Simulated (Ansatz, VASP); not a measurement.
## Cross-check of Ge (Germanium) between VASP and Ansatz

Wanted: the spread between two codes on one cell, functional and k mesh. The cell is taken from a series of runs on this material, whose earlier steps may have relaxed, scaled, displaced or heated it; both programs get it as it stands.

Main program and level: Ansatz 0.2.0; plane waves, with VASP 6.6.1 beside it; zone-centre phonons at LDA.

## Step 1: The starting structure

The structure is orthorhombic, space group Imma (No. 74). Conventional cell: a = 3.975 Å, b = 4.015 Å, c = 5.600 Å, α = 90.00°, β = 90.00°, γ = 90.00°. Nearest to Ge lie 4 Ge at 2.43 to 2.44 Å.

## Step 2: VASP: zone-centre phonons, LDA

Second derivatives magnify differences that forces hide, and they need a tight electronic threshold.

Lines of VASP's logs that name or quote its potential files are left out, and so is its time.

File INCAR:

```
SYSTEM = Ge
PREC = Accurate
ENCUT = 500
EDIFF = 1E-08
NELM = 120
ISMEAR = 0
SIGMA = 0.015
LREAL = .FALSE.
ALGO = Normal
GGA = CA
NBANDS = 20
LORBIT = 11
LWAVE = .FALSE.
LCHARG = .FALSE.
ISIF = 2
ISYM = 2
IBRION = 8
LASPH = .TRUE.
GGA_COMPAT = .FALSE.
EFERMI = MIDGAP
KPAR = 2
```

File POSCAR:

```
Ge
1.0
    0.0141146327      2.8247354663      2.7997882313
    2.8247354663      0.0141146327      2.7997882313
    2.8388500990      2.8388500990      0.0000000000
Ge
2
Direct
    0.5006218684      0.5006218684      0.4993206514
    0.7493781316      0.7493781316      0.7506793486
```

File KPOINTS:

```
Points of the shifted mesh
1728
Reciprocal
 0.0416666667  0.0416666667  0.0416666667 1
 0.0416666667  0.0416666667  0.1250000000 1
 0.0416666667  0.0416666667  0.2083333333 1
 0.0416666667  0.0416666667  0.2916666667 1
 0.0416666667  0.0416666667  0.3750000000 1
 0.0416666667  0.0416666667  0.4583333333 1
 0.0416666667  0.0416666667  0.5416666667 1
 0.0416666667  0.0416666667  0.6250000000 1
 0.0416666667  0.0416666667  0.7083333333 1
 0.0416666667  0.0416666667  0.7916666667 1
 0.0416666667  0.0416666667  0.8750000000 1
 0.0416666667  0.0416666667  0.9583333333 1
 0.0416666667  0.1250000000  0.0416666667 1
 0.0416666667  0.1250000000  0.1250000000 1
 0.0416666667  0.1250000000  0.2083333333 1
 0.0416666667  0.1250000000  0.2916666667 1
 0.0416666667  0.1250000000  0.3750000000 1
 0.0416666667  0.1250000000  0.4583333333 1
 0.0416666667  0.1250000000  0.5416666667 1
 0.0416666667  0.1250000000  0.6250000000 1
 0.0416666667  0.1250000000  0.7083333333 1
 0.0416666667  0.1250000000  0.7916666667 1
 0.0416666667  0.1250000000  0.8750000000 1
 0.0416666667  0.1250000000  0.9583333333 1
 0.0416666667  0.2083333333  0.0416666667 1
 0.0416666667  0.2083333333  0.1250000000 1
 0.0416666667  0.2083333333  0.2083333333 1
 0.0416666667  0.2083333333  0.2916666667 1
 0.0416666667  0.2083333333  0.3750000000 1
 0.0416666667  0.2083333333  0.4583333333 1
 0.0416666667  0.2083333333  0.5416666667 1
 0.0416666667  0.2083333333  0.6250000000 1
 0.0416666667  0.2083333333  0.7083333333 1
 0.0416666667  0.2083333333  0.7916666667 1
 0.0416666667  0.2083333333  0.8750000000 1
 0.0416666667  0.2083333333  0.9583333333 1
 0.0416666667  0.2916666667  0.0416666667 1
 0.0416666667  0.2916666667  0.1250000000 1
 0.0416666667  0.2916666667  0.2083333333 1
 0.0416666667  0.2916666667  0.2916666667 1
 0.0416666667  0.2916666667  0.3750000000 1
 0.0416666667  0.2916666667  0.4583333333 1
 0.0416666667  0.2916666667  0.5416666667 1
 0.0416666667  0.2916666667  0.6250000000 1
 0.0416666667  0.2916666667  0.7083333333 1
 0.0416666667  0.2916666667  0.7916666667 1
 0.0416666667  0.2916666667  0.8750000000 1
 0.0416666667  0.2916666667  0.9583333333 1
 0.0416666667  0.3750000000  0.0416666667 1
 0.0416666667  0.3750000000  0.1250000000 1
 0.0416666667  0.3750000000  0.2083333333 1
 0.0416666667  0.3750000000  0.2916666667 1
 0.0416666667  0.3750000000  0.3750000000 1
 0.0416666667  0.3750000000  0.4583333333 1
 0.0416666667  0.3750000000  0.5416666667 1
 0.0416666667  0.3750000000  0.6250000000 1
 0.0416666667  0.3750000000  0.7083333333 1
 0.0416666667  0.3750000000  0.7916666667 1
 0.0416666667  0.3750000000  0.8750000000 1
 0.0416666667  0.3750000000  0.9583333333 1
 0.0416666667  0.4583333333  0.0416666667 1
 0.0416666667  0.4583333333  0.1250000000 1
 0.0416666667  0.4583333333  0.2083333333 1
 0.0416666667  0.4583333333  0.2916666667 1
 0.0416666667  0.4583333333  0.3750000000 1
 0.0416666667  0.4583333333  0.4583333333 1
 0.0416666667  0.4583333333  0.5416666667 1
 0.0416666667  0.4583333333  0.6250000000 1
 0.0416666667  0.4583333333  0.7083333333 1
 0.0416666667  0.4583333333  0.7916666667 1
 0.0416666667  0.4583333333  0.8750000000 1
 0.0416666667  0.4583333333  0.9583333333 1
 0.0416666667  0.5416666667  0.0416666667 1
 0.0416666667  0.5416666667  0.1250000000 1
 0.0416666667  0.5416666667  0.2083333333 1
 0.0416666667  0.5416666667  0.2916666667 1
 0.0416666667  0.5416666667  0.3750000000 1
 0.0416666667  0.5416666667  0.4583333333 1
 0.0416666667  0.5416666667  0.5416666667 1
 0.0416666667  0.5416666667  0.6250000000 1
 0.0416666667  0.5416666667  0.7083333333 1
 0.0416666667  0.5416666667  0.7916666667 1
 0.0416666667  0.5416666667  0.8750000000 1
 0.0416666667  0.5416666667  0.9583333333 1
 0.0416666667  0.6250000000  0.0416666667 1
 0.0416666667  0.6250000000  0.1250000000 1
 0.0416666667  0.6250000000  0.2083333333 1
 0.0416666667  0.6250000000  0.2916666667 1
 0.0416666667  0.6250000000  0.3750000000 1
 0.0416666667  0.6250000000  0.4583333333 1
 0.0416666667  0.6250000000  0.5416666667 1
 0.0416666667  0.6250000000  0.6250000000 1
 0.0416666667  0.6250000000  0.7083333333 1
 0.0416666667  0.6250000000  0.7916666667 1
 0.0416666667  0.6250000000  0.8750000000 1
 0.0416666667  0.6250000000  0.9583333333 1
 0.0416666667  0.7083333333  0.0416666667 1
 0.0416666667  0.7083333333  0.1250000000 1
 0.0416666667  0.7083333333  0.2083333333 1
 0.0416666667  0.7083333333  0.2916666667 1
 0.0416666667  0.7083333333  0.3750000000 1
 0.0416666667  0.7083333333  0.4583333333 1
 0.0416666667  0.7083333333  0.5416666667 1
 0.0416666667  0.7083333333  0.6250000000 1
 0.0416666667  0.7083333333  0.7083333333 1
 0.0416666667  0.7083333333  0.7916666667 1
 0.0416666667  0.7083333333  0.8750000000 1
 0.0416666667  0.7083333333  0.9583333333 1
 0.0416666667  0.7916666667  0.0416666667 1
 0.0416666667  0.7916666667  0.1250000000 1
 0.0416666667  0.7916666667  0.2083333333 1
 0.0416666667  0.7916666667  0.2916666667 1
[... 1390 lines left out ...]
 0.8750000000  0.4583333333  0.1250000000 1
 0.8750000000  0.4583333333  0.2083333333 1
 0.8750000000  0.4583333333  0.2916666667 1
 0.8750000000  0.4583333333  0.3750000000 1
 0.8750000000  0.4583333333  0.4583333333 1
 0.8750000000  0.4583333333  0.5416666667 1
 0.8750000000  0.4583333333  0.6250000000 1
 0.8750000000  0.4583333333  0.7083333333 1
 0.8750000000  0.4583333333  0.7916666667 1
 0.8750000000  0.4583333333  0.8750000000 1
 0.8750000000  0.4583333333  0.9583333333 1
 0.8750000000  0.5416666667  0.0416666667 1
 0.8750000000  0.5416666667  0.1250000000 1
 0.8750000000  0.5416666667  0.2083333333 1
 0.8750000000  0.5416666667  0.2916666667 1
 0.8750000000  0.5416666667  0.3750000000 1
 0.8750000000  0.5416666667  0.4583333333 1
 0.8750000000  0.5416666667  0.5416666667 1
 0.8750000000  0.5416666667  0.6250000000 1
 0.8750000000  0.5416666667  0.7083333333 1
 0.8750000000  0.5416666667  0.7916666667 1
 0.8750000000  0.5416666667  0.8750000000 1
 0.8750000000  0.5416666667  0.9583333333 1
 0.8750000000  0.6250000000  0.0416666667 1
 0.8750000000  0.6250000000  0.1250000000 1
 0.8750000000  0.6250000000  0.2083333333 1
 0.8750000000  0.6250000000  0.2916666667 1
 0.8750000000  0.6250000000  0.3750000000 1
 0.8750000000  0.6250000000  0.4583333333 1
 0.8750000000  0.6250000000  0.5416666667 1
 0.8750000000  0.6250000000  0.6250000000 1
 0.8750000000  0.6250000000  0.7083333333 1
 0.8750000000  0.6250000000  0.7916666667 1
 0.8750000000  0.6250000000  0.8750000000 1
 0.8750000000  0.6250000000  0.9583333333 1
 0.8750000000  0.7083333333  0.0416666667 1
 0.8750000000  0.7083333333  0.1250000000 1
 0.8750000000  0.7083333333  0.2083333333 1
 0.8750000000  0.7083333333  0.2916666667 1
 0.8750000000  0.7083333333  0.3750000000 1
 0.8750000000  0.7083333333  0.4583333333 1
 0.8750000000  0.7083333333  0.5416666667 1
 0.8750000000  0.7083333333  0.6250000000 1
 0.8750000000  0.7083333333  0.7083333333 1
 0.8750000000  0.7083333333  0.7916666667 1
 0.8750000000  0.7083333333  0.8750000000 1
 0.8750000000  0.7083333333  0.9583333333 1
 0.8750000000  0.7916666667  0.0416666667 1
 0.8750000000  0.7916666667  0.1250000000 1
 0.8750000000  0.7916666667  0.2083333333 1
 0.8750000000  0.7916666667  0.2916666667 1
 0.8750000000  0.7916666667  0.3750000000 1
 0.8750000000  0.7916666667  0.4583333333 1
 0.8750000000  0.7916666667  0.5416666667 1
 0.8750000000  0.7916666667  0.6250000000 1
 0.8750000000  0.7916666667  0.7083333333 1
 0.8750000000  0.7916666667  0.7916666667 1
 0.8750000000  0.7916666667  0.8750000000 1
 0.8750000000  0.7916666667  0.9583333333 1
 0.8750000000  0.8750000000  0.0416666667 1
 0.8750000000  0.8750000000  0.1250000000 1
 0.8750000000  0.8750000000  0.2083333333 1
 0.8750000000  0.8750000000  0.2916666667 1
 0.8750000000  0.8750000000  0.3750000000 1
 0.8750000000  0.8750000000  0.4583333333 1
 0.8750000000  0.8750000000  0.5416666667 1
 0.8750000000  0.8750000000  0.6250000000 1
 0.8750000000  0.8750000000  0.7083333333 1
 0.8750000000  0.8750000000  0.7916666667 1
 0.8750000000  0.8750000000  0.8750000000 1
 0.8750000000  0.8750000000  0.9583333333 1
 0.8750000000  0.9583333333  0.0416666667 1
 0.8750000000  0.9583333333  0.1250000000 1
 0.8750000000  0.9583333333  0.2083333333 1
 0.8750000000  0.9583333333  0.2916666667 1
 0.8750000000  0.9583333333  0.3750000000 1
 0.8750000000  0.9583333333  0.4583333333 1
 0.8750000000  0.9583333333  0.5416666667 1
 0.8750000000  0.9583333333  0.6250000000 1
 0.8750000000  0.9583333333  0.7083333333 1
 0.8750000000  0.9583333333  0.7916666667 1
 0.8750000000  0.9583333333  0.8750000000 1
 0.8750000000  0.9583333333  0.9583333333 1
 0.9583333333  0.0416666667  0.0416666667 1
 0.9583333333  0.0416666667  0.1250000000 1
 0.9583333333  0.0416666667  0.2083333333 1
 0.9583333333  0.0416666667  0.2916666667 1
 0.9583333333  0.0416666667  0.3750000000 1
 0.9583333333  0.0416666667  0.4583333333 1
 0.9583333333  0.0416666667  0.5416666667 1
 0.9583333333  0.0416666667  0.6250000000 1
 0.9583333333  0.0416666667  0.7083333333 1
 0.9583333333  0.0416666667  0.7916666667 1
 0.9583333333  0.0416666667  0.8750000000 1
 0.9583333333  0.0416666667  0.9583333333 1
 0.9583333333  0.1250000000  0.0416666667 1
 0.9583333333  0.1250000000  0.1250000000 1
 0.9583333333  0.1250000000  0.2083333333 1
 0.9583333333  0.1250000000  0.2916666667 1
 0.9583333333  0.1250000000  0.3750000000 1
 0.9583333333  0.1250000000  0.4583333333 1
 0.9583333333  0.1250000000  0.5416666667 1
 0.9583333333  0.1250000000  0.6250000000 1
 0.9583333333  0.1250000000  0.7083333333 1
 0.9583333333  0.1250000000  0.7916666667 1
 0.9583333333  0.1250000000  0.8750000000 1
 0.9583333333  0.1250000000  0.9583333333 1
 0.9583333333  0.2083333333  0.0416666667 1
 0.9583333333  0.2083333333  0.1250000000 1
 0.9583333333  0.2083333333  0.2083333333 1
 0.9583333333  0.2083333333  0.2916666667 1
 0.9583333333  0.2083333333  0.3750000000 1
 0.9583333333  0.2083333333  0.4583333333 1
 0.9583333333  0.2083333333  0.5416666667 1
 0.9583333333  0.2083333333  0.6250000000 1
 0.9583333333  0.2083333333  0.7083333333 1
 0.9583333333  0.2083333333  0.7916666667 1
 0.9583333333  0.2083333333  0.8750000000 1
 0.9583333333  0.2083333333  0.9583333333 1
 0.9583333333  0.2916666667  0.0416666667 1
 0.9583333333  0.2916666667  0.1250000000 1
 0.9583333333  0.2916666667  0.2083333333 1
 0.9583333333  0.2916666667  0.2916666667 1
 0.9583333333  0.2916666667  0.3750000000 1
 0.9583333333  0.2916666667  0.4583333333 1
 0.9583333333  0.2916666667  0.5416666667 1
 0.9583333333  0.2916666667  0.6250000000 1
 0.9583333333  0.2916666667  0.7083333333 1
 0.9583333333  0.2916666667  0.7916666667 1
 0.9583333333  0.2916666667  0.8750000000 1
 0.9583333333  0.2916666667  0.9583333333 1
 0.9583333333  0.3750000000  0.0416666667 1
 0.9583333333  0.3750000000  0.1250000000 1
 0.9583333333  0.3750000000  0.2083333333 1
 0.9583333333  0.3750000000  0.2916666667 1
 0.9583333333  0.3750000000  0.3750000000 1
 0.9583333333  0.3750000000  0.4583333333 1
 0.9583333333  0.3750000000  0.5416666667 1
 0.9583333333  0.3750000000  0.6250000000 1
 0.9583333333  0.3750000000  0.7083333333 1
 0.9583333333  0.3750000000  0.7916666667 1
 0.9583333333  0.3750000000  0.8750000000 1
 0.9583333333  0.3750000000  0.9583333333 1
 0.9583333333  0.4583333333  0.0416666667 1
 0.9583333333  0.4583333333  0.1250000000 1
 0.9583333333  0.4583333333  0.2083333333 1
 0.9583333333  0.4583333333  0.2916666667 1
 0.9583333333  0.4583333333  0.3750000000 1
 0.9583333333  0.4583333333  0.4583333333 1
 0.9583333333  0.4583333333  0.5416666667 1
 0.9583333333  0.4583333333  0.6250000000 1
 0.9583333333  0.4583333333  0.7083333333 1
 0.9583333333  0.4583333333  0.7916666667 1
 0.9583333333  0.4583333333  0.8750000000 1
 0.9583333333  0.4583333333  0.9583333333 1
 0.9583333333  0.5416666667  0.0416666667 1
 0.9583333333  0.5416666667  0.1250000000 1
 0.9583333333  0.5416666667  0.2083333333 1
 0.9583333333  0.5416666667  0.2916666667 1
 0.9583333333  0.5416666667  0.3750000000 1
 0.9583333333  0.5416666667  0.4583333333 1
 0.9583333333  0.5416666667  0.5416666667 1
 0.9583333333  0.5416666667  0.6250000000 1
 0.9583333333  0.5416666667  0.7083333333 1
 0.9583333333  0.5416666667  0.7916666667 1
 0.9583333333  0.5416666667  0.8750000000 1
 0.9583333333  0.5416666667  0.9583333333 1
 0.9583333333  0.6250000000  0.0416666667 1
 0.9583333333  0.6250000000  0.1250000000 1
 0.9583333333  0.6250000000  0.2083333333 1
 0.9583333333  0.6250000000  0.2916666667 1
 0.9583333333  0.6250000000  0.3750000000 1
 0.9583333333  0.6250000000  0.4583333333 1
 0.9583333333  0.6250000000  0.5416666667 1
 0.9583333333  0.6250000000  0.6250000000 1
 0.9583333333  0.6250000000  0.7083333333 1
 0.9583333333  0.6250000000  0.7916666667 1
 0.9583333333  0.6250000000  0.8750000000 1
 0.9583333333  0.6250000000  0.9583333333 1
 0.9583333333  0.7083333333  0.0416666667 1
 0.9583333333  0.7083333333  0.1250000000 1
 0.9583333333  0.7083333333  0.2083333333 1
 0.9583333333  0.7083333333  0.2916666667 1
 0.9583333333  0.7083333333  0.3750000000 1
 0.9583333333  0.7083333333  0.4583333333 1
 0.9583333333  0.7083333333  0.5416666667 1
 0.9583333333  0.7083333333  0.6250000000 1
 0.9583333333  0.7083333333  0.7083333333 1
 0.9583333333  0.7083333333  0.7916666667 1
 0.9583333333  0.7083333333  0.8750000000 1
 0.9583333333  0.7083333333  0.9583333333 1
 0.9583333333  0.7916666667  0.0416666667 1
 0.9583333333  0.7916666667  0.1250000000 1
 0.9583333333  0.7916666667  0.2083333333 1
 0.9583333333  0.7916666667  0.2916666667 1
 0.9583333333  0.7916666667  0.3750000000 1
 0.9583333333  0.7916666667  0.4583333333 1
 0.9583333333  0.7916666667  0.5416666667 1
 0.9583333333  0.7916666667  0.6250000000 1
 0.9583333333  0.7916666667  0.7083333333 1
 0.9583333333  0.7916666667  0.7916666667 1
 0.9583333333  0.7916666667  0.8750000000 1
 0.9583333333  0.7916666667  0.9583333333 1
 0.9583333333  0.8750000000  0.0416666667 1
 0.9583333333  0.8750000000  0.1250000000 1
 0.9583333333  0.8750000000  0.2083333333 1
 0.9583333333  0.8750000000  0.2916666667 1
 0.9583333333  0.8750000000  0.3750000000 1
 0.9583333333  0.8750000000  0.4583333333 1
 0.9583333333  0.8750000000  0.5416666667 1
 0.9583333333  0.8750000000  0.6250000000 1
 0.9583333333  0.8750000000  0.7083333333 1
 0.9583333333  0.8750000000  0.7916666667 1
 0.9583333333  0.8750000000  0.8750000000 1
 0.9583333333  0.8750000000  0.9583333333 1
 0.9583333333  0.9583333333  0.0416666667 1
 0.9583333333  0.9583333333  0.1250000000 1
 0.9583333333  0.9583333333  0.2083333333 1
 0.9583333333  0.9583333333  0.2916666667 1
 0.9583333333  0.9583333333  0.3750000000 1
 0.9583333333  0.9583333333  0.4583333333 1
 0.9583333333  0.9583333333  0.5416666667 1
 0.9583333333  0.9583333333  0.6250000000 1
 0.9583333333  0.9583333333  0.7083333333 1
 0.9583333333  0.9583333333  0.7916666667 1
 0.9583333333  0.9583333333  0.8750000000 1
 0.9583333333  0.9583333333  0.9583333333 1
```

The projector-augmented-wave data sets are Ge_d (LDA family, release 64).

Started as:

```console
$ mpirun -np 2 vasp_std
```

Numbers of over 12 decimals in the logs are rounded to 6 here.

What it wrote:

```text
[banner, memory and clock lines left out]
running    2 mpi-ranks, on    1 nodes
 distrk:  each k-point on    1 cores,    2 groups
 distr:  one band on    1 cores,    1 groups

 POSCAR found type information on POSCAR Ge
 POSCAR found :  1 types and       2 ions
 LDA part: xc-table for (Slater(with rela. corr.)+CA(PZ))
 , standard interpolation
 POSCAR, INCAR and KPOINTS ok, starting setup
 FFT: planning ... GRIDC
 FFT: planning ... GRID_SOFT
 FFT: planning ... GRID
 WAVECAR not read
 entering main loop
       N       E                     dE             d eps       ncg     rms          rms(c)
DAV:   1     0.183101228925E+03    0.18310E+03   -0.14738E+04 74404   0.371E+03
DAV:   2     0.148803644456E+02   -0.16822E+03   -0.16371E+03 69276   0.584E+02
DAV:   3    -0.978007189490E+01   -0.24660E+02   -0.24487E+02 77872   0.144E+02
DAV:   4    -0.105579677151E+02   -0.77790E+00   -0.77734E+00 77816   0.300E+01
DAV:   5    -0.105705757557E+02   -0.12608E-01   -0.12608E-01 77264   0.414E+00    0.334E+00
DAV:   6    -0.104503537947E+02    0.12022E+00   -0.39011E-02 76652   0.169E+00    0.191E+00
DAV:   7    -0.103900121004E+02    0.60342E-01   -0.78359E-02 72392   0.209E+00    0.140E-01
DAV:   8    -0.103906976772E+02   -0.68558E-03   -0.56229E-03 78372   0.861E-01    0.466E-02
DAV:   9    -0.103907367199E+02   -0.39043E-04   -0.88939E-05 80588   0.993E-02    0.131E-02
DAV:  10    -0.103907333498E+02    0.33701E-05   -0.95679E-06 93904   0.459E-02    0.421E-03
DAV:  11    -0.103907332456E+02    0.10417E-06   -0.10695E-06 74008   0.824E-03    0.167E-03
DAV:  12    -0.103907332465E+02   -0.89494E-09   -0.90699E-08 93832   0.374E-03
   1 F= -.10390733E+02 E0= -.10390733E+02  d E =-.119418E-23
 Linear response reoptimize wavefunctions to high precision
DAV:   1    -0.103907332454E+02    0.10941E-08   -0.60050E-09 64744   0.691E-04
DAV:   2    -0.103907332455E+02   -0.55479E-10   -0.64139E-10 45164   0.247E-04
 Linear response DOF=           2
 Linear response progress:
  Degree of freedom:   1/  2
       N       E                     dE             d eps       ncg     rms          rms(c)
RMM:   1    -0.188146801252E+00   -0.18815E+00    0.85149E+00 84442   0.448E+01
RMM:   2    -0.195627666135E+00   -0.74809E-02   -0.13544E-02111866   0.111E+00    0.751E-02
RMM:   3    -0.195676508606E+00   -0.48842E-04   -0.95162E-04118706   0.320E-01    0.431E-02
RMM:   4    -0.195615108624E+00    0.61400E-04   -0.66279E-05126664   0.834E-02    0.488E-03
RMM:   5    -0.195621646038E+00   -0.65374E-05   -0.45075E-06122122   0.193E-02    0.240E-03
RMM:   6    -0.195632654596E+00   -0.11009E-04   -0.20878E-07123850   0.532E-03    0.321E-04
RMM:   7    -0.195631918374E+00    0.73622E-06    0.57453E-08127499   0.177E-03    0.210E-04
RMM:   8    -0.195631555925E+00    0.36245E-06    0.11479E-07129097   0.621E-04    0.430E-05
RMM:   9    -0.195631391037E+00    0.16489E-06    0.14741E-07129001   0.290E-04    0.177E-05
RMM:  10    -0.195631516622E+00   -0.12559E-06    0.29764E-08129318   0.146E-04    0.573E-06
RMM:  11    -0.195631540196E+00   -0.23573E-07   -0.10901E-07131374   0.903E-05    0.314E-06
RMM:  12    -0.195631564584E+00   -0.24389E-07   -0.15111E-07151612   0.653E-05    0.176E-06
RMM:  13    -0.195631579129E+00   -0.14545E-07   -0.11035E-07164082   0.540E-05    0.196E-07
RMM:  14    -0.195631576947E+00    0.21819E-08   -0.96183E-08160875   0.483E-05    0.249E-07
 first order change of Fermi-energy   0.73315E+00
 force on displaced ion       1 direction 1 : -11.518   0.125  -0.001
 Linear response progress:
  Degree of freedom:   2/  2
       N       E                     dE             d eps       ncg     rms          rms(c)
RMM:   1    -0.188038651128E+00   -0.18804E+00    0.85681E+00 84281   0.449E+01
RMM:   2    -0.195545053845E+00   -0.75064E-02   -0.13761E-02112103   0.111E+00    0.745E-02
RMM:   3    -0.195590505986E+00   -0.45452E-04   -0.93928E-04118500   0.317E-01    0.428E-02
RMM:   4    -0.195527977056E+00    0.62529E-04   -0.66699E-05126863   0.833E-02    0.492E-03
RMM:   5    -0.195534529410E+00   -0.65524E-05   -0.44626E-06122093   0.191E-02    0.238E-03
RMM:   6    -0.195545303787E+00   -0.10774E-04   -0.25674E-07124143   0.531E-03    0.334E-04
RMM:   7    -0.195544719041E+00    0.58475E-06   -0.49220E-08127496   0.174E-03    0.212E-04
RMM:   8    -0.195544428642E+00    0.29040E-06   -0.80669E-09129086   0.613E-04    0.433E-05
RMM:   9    -0.195544255963E+00    0.17268E-06   -0.73248E-09127060   0.289E-04    0.167E-05
RMM:  10    -0.195544357259E+00   -0.10130E-06   -0.10438E-08129270   0.147E-04    0.620E-06
RMM:  11    -0.195544368833E+00   -0.11573E-07   -0.18896E-08130993   0.909E-05    0.337E-06
RMM:  12    -0.195544393763E+00   -0.24930E-07   -0.15684E-08133751   0.664E-05    0.158E-06
RMM:  13    -0.195544404247E+00   -0.10484E-07   -0.42239E-09134969   0.551E-05    0.348E-07
RMM:  14    -0.195544404954E+00   -0.70699E-09   -0.46274E-09122616   0.497E-05    0.297E-07
 first order change of Fermi-energy   0.30712E+01
 force on displaced ion       1 direction 3 :  -0.000  -0.000 -11.512
 Linear response finished
```

(Part 1 of 2 ends here.)

[Lines on the potential files, build, host, timing and source positions are cut from VASP's logs without a mark.]

[Logs are printed without paths, hosts, clocks, repeated set-up lines and the standing remarks that a program may print on its own settings, such as how far it seeks lower states.]

[Hosts, paths, dates, database ids (printed as entryN), source tags and the programs' standing remarks are cut or masked in the printed files.]
